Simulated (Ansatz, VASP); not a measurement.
## Si (amorphous Si): VASP beside Ansatz

One calculation is typed for both programs; each brings its own data sets. How far apart do they land? The cell is taken from a series of runs on this material, whose earlier steps may have relaxed, scaled, displaced or heated it; both programs get it as it stands.

Main program and level: Ansatz 0.2.0; plane waves, with VASP 6.6.1 beside it; single point at PBE.

**1. Set-up**

The cell holds 128 atoms: 128 Si. Cell: a = 13.705 Å, b = 13.705 Å, c = 13.705 Å, α = 90.0°, β = 90.0°, γ = 90.0°. As first built, before any earlier steps moved the atoms (in the runner's words): 128 atoms (128 Si) placed at random at 2.32 g/cm^3, melted at 2500 K for 10 ps at fixed volume with the EDIP (Justo, Bazant, Kaxiras, Bulatov and Yip, Phys. Rev. B 58, 2539 (1998)). Quenched from 2500 K to 500 K at 50 K/ps and fixed volume, held 5 ps.

**2. VASP: single point, PBE**

A single point gives forces, pressure and levels at one fixed geometry, so differences don't come from the geometry; what else differs is listed under the comparison.

Lines of VASP's logs that name or quote its potential files are left out, and so is its time.

File INCAR:

```
SYSTEM = Si
PREC = Accurate
ENCUT = 400
EDIFF = 1E-06
NELM = 120
ISMEAR = 0
SIGMA = 0.05
LREAL = Auto
ALGO = Normal
GGA = PE
NBANDS = 352
LORBIT = 11
LWAVE = .FALSE.
LCHARG = .FALSE.
ISIF = 2
LASPH = .TRUE.
GGA_COMPAT = .FALSE.
NCORE = 4
```

File POSCAR:

```
Si
1.0
   13.7050000000      0.0000000000      0.0000000000
    0.0000000000     13.7050000000      0.0000000000
    0.0000000000      0.0000000000     13.7050000000
Si
128
Direct
    0.6436300000      0.0367900000      0.8308700000
    0.3112600000      0.3335100000      0.9021900000
    0.9208200000      0.7344500000      0.5399500000
    0.6907300000      0.5756100000      0.5391900000
    0.9469600000      0.6374600000      0.8550100000
    0.2201400000      0.7690400000      0.7542600000
    0.3767400000      0.8031400000      0.5407500000
    0.7404100000      0.4977900000      0.9759300000
    0.5579000000      0.8141700000      0.6858200000
    0.3380800000      0.9805800000      0.3136600000
    0.2508200000      0.1746900000      0.9618500000
    0.7391300000      0.8002800000      0.7059700000
    0.9851300000      0.8032300000      0.3847300000
    0.9330100000      0.2933100000      0.5076200000
    0.7776200000      0.3792500000      0.2687600000
    0.2362900000      0.3954000000      0.6227800000
    0.5740900000      0.8390400000      0.9685700000
    0.7376500000      0.4794500000      0.4022300000
    0.0117800000      0.5182700000      0.1147400000
    0.4800600000      0.8591600000      0.1103300000
    0.4862400000      0.7849500000      0.8350000000
    0.9149200000      0.3838800000      0.7850200000
    0.7141600000      0.5119300000      0.7001500000
    0.8587000000      0.0006400000      0.5238500000
    0.1102000000      0.2910500000      0.0974500000
    0.2829500000      0.3580800000      0.4572900000
    0.1343900000      0.1586200000      0.6888400000
    0.2804100000      0.2306700000      0.6394400000
    0.9747600000      0.5732400000      0.5717100000
    0.3344200000      0.1310400000      0.4100100000
[... 92 atom lines left out ...]
    0.0687200000      0.1869100000      0.5214800000
    0.8403900000      0.2373300000      0.3671400000
    0.5338900000      0.0081500000      0.9623000000
    0.3845300000      0.1670300000      0.0730600000
    0.6706600000      0.5587800000      0.2539700000
    0.2205600000      0.5702200000      0.2666800000
```

File KPOINTS:

```
Automatic mesh
0
Gamma
1 1 1
0 0 0
```

Potentials, in the order of the species: Si (PBE family, release 64).

Started as:

```sh
$ mpirun -np 16 vasp_gam
```

Numbers of over 12 decimals in the logs are rounded to 6 here.

Output:

```text
[banner, memory and clock lines left out]
running   16 mpi-ranks, on    1 nodes
[...]
LDA part: xc-table for (Slater+PW92), standard interpolation
 POSCAR, INCAR and KPOINTS ok, starting setup
[...]
entering main loop
       N       E                     dE             d eps       ncg     rms          rms(c)
DAV:   1     0.218959994309E+04    0.21896E+04   -0.18923E+05   704   0.104E+03
DAV:   2    -0.373749914765E+03   -0.25633E+04   -0.23787E+04   912   0.196E+02
DAV:   3    -0.645161283684E+03   -0.27141E+03   -0.26108E+03   880   0.572E+01
DAV:   4    -0.654212433892E+03   -0.90512E+01   -0.89116E+01   872   0.122E+01
[...]
DAV:  17    -0.643382100002E+03   -0.79339E-05   -0.18513E-05   784   0.592E-03    0.537E-03
DAV:  18    -0.643382101227E+03   -0.12252E-05   -0.32505E-06   712   0.236E-03    0.254E-03
DAV:  19    -0.643382101897E+03   -0.66981E-06   -0.81621E-07   496   0.134E-03
   1 F= -.64338210E+03 E0= -.64335771E+03  d E =-.487863E-01
```

Parts of OUTCAR (step 2):

```text
  FREE ENERGIE OF THE ION-ELECTRON SYSTEM (eV)
  ---------------------------------------------------
  free  energy   TOTEN  =      -643.3821018966 eV

  energy  without entropy=     -643.3333156366  energy(sigma->0) =     -643.35770877
```

The run ends at a pressure of -0.41 GPa, with forces up to 1.7 eV/Å.

**3. Ansatz: single point, PBE**

Ansatz runs on its default PAW (the set named soft_2) files.

The same cell, functional, mesh and smearing now go to Ansatz, which takes its cutoff from its data sets.

File input.yaml:

```yaml
crystal:
  lattice:
    - [13.705, 0.0, 0.0]
    - [0.0, 13.705, 0.0]
    - [0.0, 0.0, 13.705]
  atoms:
    - { symbol: Si, position: [0.64363, 0.03679, 0.83087] }
    - { symbol: Si, position: [0.31126, 0.33351, 0.90219] }
    - { symbol: Si, position: [0.92082, 0.73445, 0.53995] }
    - { symbol: Si, position: [0.69073, 0.57561, 0.53919] }
    - { symbol: Si, position: [0.94696, 0.63746, 0.85501] }
    - { symbol: Si, position: [0.22014, 0.76904, 0.75426] }
    - { symbol: Si, position: [0.37674, 0.80314, 0.54075] }
    - { symbol: Si, position: [0.74041, 0.49779, 0.97593] }
    - { symbol: Si, position: [0.5579, 0.81417, 0.68582] }
    - { symbol: Si, position: [0.33808, 0.98058, 0.31366] }
    - { symbol: Si, position: [0.25082, 0.17469, 0.96185] }
    - { symbol: Si, position: [0.73913, 0.80028, 0.70597] }
    - { symbol: Si, position: [0.98513, 0.80323, 0.38473] }
    - { symbol: Si, position: [0.93301, 0.29331, 0.50762] }
    - { symbol: Si, position: [0.77762, 0.37925, 0.26876] }
    - { symbol: Si, position: [0.23629, 0.3954, 0.62278] }
    - { symbol: Si, position: [0.57409, 0.83904, 0.96857] }
    - { symbol: Si, position: [0.73765, 0.47945, 0.40223] }
    - { symbol: Si, position: [0.01178, 0.51827, 0.11474] }
    - { symbol: Si, position: [0.48006, 0.85916, 0.11033] }
    - { symbol: Si, position: [0.48624, 0.78495, 0.835] }
    - { symbol: Si, position: [0.91492, 0.38388, 0.78502] }
    - { symbol: Si, position: [0.71416, 0.51193, 0.70015] }
    - { symbol: Si, position: [0.8587, 0.00064, 0.52385] }
    - { symbol: Si, position: [0.1102, 0.29105, 0.09745] }
    - { symbol: Si, position: [0.28295, 0.35808, 0.45729] }
    - { symbol: Si, position: [0.13439, 0.15862, 0.68884] }
    - { symbol: Si, position: [0.28041, 0.23067, 0.63944] }
    - { symbol: Si, position: [0.97476, 0.57324, 0.57171] }
    - { symbol: Si, position: [0.33442, 0.13104, 0.41001] }
[... 92 atom lines left out ...]
    - { symbol: Si, position: [0.06872, 0.18691, 0.52148] }
    - { symbol: Si, position: [0.84039, 0.23733, 0.36714] }
    - { symbol: Si, position: [0.53389, 0.00815, 0.9623] }
    - { symbol: Si, position: [0.38453, 0.16703, 0.07306] }
    - { symbol: Si, position: [0.67066, 0.55878, 0.25397] }
    - { symbol: Si, position: [0.22056, 0.57022, 0.26668] }
kpoints:
  mp_grid: { grid: [1, 1, 1] }
hamiltonian:
  xc: pbe
scf:
  occupations: { method: gaussian, width: 0.05 }
output:
  forces: true
```

Started as:

```sh
$ ansatz run input.yaml --threads 4 --pin off --max-ram 8192MiB --backend cpu --events-out ev --progress --plain --runs-dir out
```

Output:

```text
Engine: ansatz 0.2.0, aarch64-unknown-linux-gnu
Pseudopotentials: kind: paw
Pseudopotential: Si, paw, valence charge 4, recommended cutoff 420 eV (normal), Si.paw.azcp
Functional definition: PBE
  parameter kappa = 0.804
  parameter beta = 0.066725
  exchange = pbe_x(kappa = kappa, mu = beta*pi^2/3)
  correlation = pbe_c(beta = beta)
Crystal: 128 atoms, lattice volume = 2574.169 Å³
Basis set: ecut = 420 eV, 50301 PW (Γ), exchange–correlation on 192×192×192 points (8 copies of the dense FFT grid, shifted against one another)
Bands: 384, of which v1, the nominal top of the filled ones, is band 256 counted from 1 (255 counted from 0)
Symmetry: 1 space group operations
Space group: P1 (ITA 1), of the structure as read, at distance tolerance 1.4e-4 Å
k-points: 1
Non-local potential: Si, projectors of the file, l = 0: 2, l = 1: 2, l = 2: 2
PAW form: soft (Blöchl's): semilocal exchange-correlation on the pseudo side does not see the compensation charge
PAW one-centre angular grid: Si, 110 points (default); XC on 64 Gauss nodes
Initial density: superposition of atomic densities (neutral atoms: chi_scale 0, normalization atom), corrected by the library's trained network
Initial wavefunctions: pseudopotential atomic-orbital guess
Functional: x = pbe(κ = 0.804, μ = 0.219515), c = pbe(β = 0.066725)
SCF iter   1: F=—  HF=-81332.963457 eV  |F-HF|=—  |Δ(HF+E_count)|=         —  Δρ=3.88e-3  dr2=1.17e0  ethr=1.77e-3  ⟨swp⟩=6.0  Hψ=1796  notcnv=0  defer=57
preconditioner: auto → Resta (q_TF=auto, 2.084 Å⁻¹)  ε∞=6.0  [insulator: Δε(μ)=0.095 eV  Ē_g=7.419 eV  σ=0.050 eV  W_gap=0.81  n_scr=388 (ndim 8)  ℏωp=16.6 eV  f_vac=0.004  D(μ)=26.39/eV (n_scr^D=92)  ε∞_Penn≈6.0]
SCF iter   2: F=—  HF=-81332.834446 eV  |F-HF|=—  |Δ(HF+E_count)|=   1.29e-1  Δρ=2.03e-3  dr2=1.95e-1  ethr=2.29e-4  ⟨swp⟩=1.0  Hψ=442  notcnv=0  defer=69
SCF iter   3: F=—  HF=-81332.811167 eV  |F-HF|=—  |Δ(HF+E_count)|=   2.33e-2  Δρ=4.52e-4  dr2=1.13e-2  ethr=3.80e-5  ⟨swp⟩=3.0  Hψ=623  notcnv=0
automatic band count: iteration 3 solves 297 bands in place of 384: the levels show a gap, and the empty bands left out lie too high to hold charge; the band table lists the bands solved (type scf.n_extra_bands for more)
SCF iter   4: F=—  HF=-81332.812308 eV  |F-HF|=—  |Δ(HF+E_count)|=   1.14e-3  Δρ=1.44e-4  dr2=1.13e-3  ethr=2.20e-6  ⟨swp⟩=3.0  Hψ=466  notcnv=0
SCF iter   5: F=—  HF=-81332.812856 eV  |F-HF|=—  |Δ(HF+E_count)|=   5.48e-4  Δρ=3.98e-5  dr2=1.55e-4  ethr=2.21e-7  ⟨swp⟩=2.0  Hψ=387  notcnv=0
SCF iter   6: F=—  HF=-81332.812924 eV  |F-HF|=—  |Δ(HF+E_count)|=   6.84e-5  Δρ=1.59e-5  dr2=2.58e-5  ethr=3.02e-8  ⟨swp⟩=2.0  Hψ=509  notcnv=0
SCF iter   7: F=—  HF=-81332.812540 eV  |F-HF|=—  |Δ(HF+E_count)|=   3.84e-4  Δρ=5.64e-6  dr2=3.48e-6  ethr=5.04e-9  ⟨swp⟩=2.0  Hψ=537  notcnv=0  defer=25
SCF iter   8: F=—  HF=-81332.812543 eV  |F-HF|=—  |Δ(HF+E_count)|=   2.44e-6  Δρ=1.96e-6  dr2=4.40e-7  ethr=6.80e-10  ⟨swp⟩=2.0  Hψ=442  notcnv=0  defer=25
SCF iter   9: F=-81332.812543 eV  HF=-81332.812543 eV  |F-HF|=1.11e-8  |Δ(HF+E_count)|=   3.45e-7  Δρ=7.86e-7  dr2=7.54e-8  ethr=1.95e-11  ⟨swp⟩=6.0  Hψ=1112  notcnv=0
SCF 1 converged in 9 iterations: F = -81332.812543 eV  dr2 = 7.54e-8
  greatest PAW one-centre occupation: 0.695 electrons in one spin orbital (limit 2), on the Si atom at site 80 (counted from 0), in its partial waves of l = 0
SCF converged after 9 iterations
Free energy (F): -81332.812543 eV
Harris-Foulkes:  -81332.812543 eV  (|F-HF|=1.11e-8)
Internal energy: -81332.763727 eV  (E = F + TS)
E sigma→0 (E₀):  -81332.788135 eV
Entropy (-TS):   -0.048816 eV (-0.381 meV/atom)
Fermi energy:    6.452575 eV
--- Per-component energies (eV) ---
  E_band       = 613.703706
  E_kinetic    = 5097.430409
  E_local      = -4391.937360  (includes V_loc(G=0)·N_el)
  E_nonlocal   = 3300.608170
  E_hartree    = 1424.417871
  E_xc         = -7042.352944
  E_vxc        = -5952.773362  (∫ρ·V_xc dr)
  E_paw        = -65605.169202  (= ΣΔE_a)
  E_vpaw       = -288.459660  (= ΣTr[D̂ρ^β])
  E_aug_tail   = 0.000836  (compensation charges beyond the density's cutoff)
  E_ewald      = -14115.761507
  E_smearing   = -0.048816  (= −TS)
  E_closure    = -0.000000  (closes the sum)
  Σ components = -81332.812543   (vs F -81332.812543, Δ=0.00e0)
--- Forces (eV/Å), atoms counted from 1 ---
  atom   1  Si    -0.03274594    -0.30663972    -0.26616457
  atom   2  Si    -0.22850748     0.38033912     0.10125759
  atom   3  Si     0.44455837     0.36147553    -0.23544118
  atom   4  Si    -1.24863812     0.23245469    -0.04094897
  atom   5  Si    -0.22277933    -0.03487554    -0.60715892
  atom   6  Si     0.33277626    -0.32397639     0.22631107
  atom   7  Si     0.61403416    -0.33103929    -0.04824236
  atom   8  Si     0.38032537     0.18056467     0.93586358
  atom   9  Si     1.64461037    -0.09767487    -0.43597511
  atom  10  Si    -0.89741740     0.35574549     0.34049004
  atom  11  Si     0.12745051     0.71202002     0.48217864
  atom  12  Si    -1.36517541    -0.74361397     0.20297068
  atom  13  Si    -1.30010739    -0.72519673     0.19975394
  atom  14  Si     0.05436895    -0.22144613     0.44392565
  atom  15  Si     0.75189340    -0.78138248    -0.75743259
  atom  16  Si    -0.03892131     0.14718574    -0.23250239
  atom  17  Si     0.67914777     0.03851690     0.54299723
  atom  18  Si     0.29586825     0.32007605     0.06567273
  atom  19  Si    -0.68945300    -0.65363659     0.30644664
  atom  20  Si    -0.01827584     0.16000282     0.22967726
  atom  21  Si    -0.53967486    -1.08693302     0.32877611
  atom  22  Si    -0.05842730    -0.49154672     0.04572308
  atom  23  Si    -0.09657804    -0.58910931    -0.66178555
  atom  24  Si     0.12616490     0.02145398     0.43062342
[...]
atom 121  Si     0.91310945    -0.04030170    -0.15731861
  atom 122  Si     0.32353256     0.72554639     0.25737853
  atom 123  Si     0.54646146     0.03675590     0.57594985
  atom 124  Si    -0.52157335     0.05930976    -0.15591878
  atom 125  Si    -0.58565137    -0.42244520    -0.15948460
  atom 126  Si     0.12008697     0.05729106    -0.24757040
  atom 127  Si    -0.52317238     0.87914914     0.49533208
  atom 128  Si     0.12929927     0.14723102     0.35828903
  max |Σ_I F_I| component: 3.43e-5 eV/Å
```

The column dr2 measures how far the density is from self-consistency, as an energy; F and HF (Harris–Foulkes) agree once it is small.

**4. Differences**

Known differences besides the potentials themselves: the cutoff is 420 eV in Ansatz and 400 eV in VASP (PREC = Accurate, projectors in real space). Total energies have different zeros and are not compared.

Forces on 10 of the 128 atoms, those with the largest forces and the largest differences (eV/Å; atoms numbered as in POSCAR):

| atom | Ansatz x, y, z | VASP x, y, z |
| --- | --- | --- |
| Si9 | 1.645, -0.098, -0.436 | 1.645, -0.100, -0.432 |
| Si12 | -1.365, -0.744, 0.203 | -1.360, -0.742, 0.201 |
| Si13 | -1.300, -0.725, 0.200 | -1.300, -0.728, 0.198 |
| Si57 | 0.089, 1.583, -0.006 | 0.089, 1.578, -0.008 |
| Si73 | -0.147, 0.915, 0.406 | -0.151, 0.917, 0.400 |
| Si78 | 0.942, -1.297, 0.111 | 0.941, -1.296, 0.113 |
| Si96 | -0.135, 1.667, -0.203 | -0.129, 1.665, -0.202 |
| Si101 | -1.287, 0.603, 0.597 | -1.290, 0.602, 0.596 |
| Si112 | 1.093, 0.313, -0.818 | 1.093, 0.305, -0.818 |
| Si121 | 0.913, -0.040, -0.157 | 0.905, -0.035, -0.158 |

The forces differ by 2.7 meV/Å r.m.s., which is 0.5 % of the r.m.s. force of 0.538 eV/Å (both taken over all components).

**5. Results**

```yaml
r_m_s_force_difference_single_point_pbe: 0.50 % of the r.m.s. force
```

In words: The r.m.s. force difference is 0.50 % of the r.m.s. force (single point, PBE), within the 3 % picked in this series as the mark of a large difference. How closely two codes agree says nothing of how well the functional describes the real material.

[Lines on the potential files, build, host, timing and source positions are cut from VASP's logs without a mark.]

[Logs are printed without paths, hosts, clocks, repeated set-up lines and the standing remarks that a program may print on its own settings, such as how far it seeks lower states.]

[Hosts, paths, dates, database ids (printed as entryN), source tags and the programs' standing remarks are cut or masked in the printed files.]
